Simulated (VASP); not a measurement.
Input of a VASP 6.6.1 run:

The input INCAR:

```
SYSTEM = CrTe2
PREC = Accurate
ENCUT = 520
EDIFF = 1E-7
ISMEAR = -1
SIGMA = 0.05
LREAL = .FALSE.
LASPH = .TRUE.
NELM = 120
ALGO = Fast
ISIF = 2
LWAVE = .FALSE.
LCHARG = .FALSE.
ISPIN = 2
MAGMOM = 3 -3 0 0 0 0
LORBIT = 11
LMAXMIX = 4
NBANDS = 37
```

Contents of KPOINTS:

```
Automatic mesh
0
G
  12 12 4
  0 0 0
```

POSCAR

```
CrTe2
1.0
    3.8100000000      0.0000000000      0.0000000000
   -1.9050000000      3.2995567884      0.0000000000
    0.0000000000      0.0000000000     12.2600000000
Cr Te
2 4
Direct
    0.0000000000      0.0000000000      0.0000000000
    0.0000000000      0.0000000000      0.5000000000
    0.3333333333      0.6666666667      0.1265000000
    0.3333333333      0.6666666667      0.6265000000
    0.6666666667      0.3333333333      0.3735000000
    0.6666666667      0.3333333333      0.8735000000
```

Potentials or basis: VASP PAW LDA potentials, release 64 (Cr_pv, Te).

The run is started by

```bash
$ cat potpaw_LDA.64/Cr_pv/POTCAR potpaw_LDA.64/Te/POTCAR > POTCAR
$ mpirun -np 1 vasp_std > vasp.out
```

What does it give for the largest force?

0.405 eV/Å.

Estimate the band gap on the k mesh.

none (metal or under the smearing width).

Stress tensor (GPa, compression positive):
```
-4.95  0.00  0.00
 0.00 -4.95  0.00
 0.00  0.00 -5.03
```

Spin-orbit coupling is left out, which matters for the levels of Te.
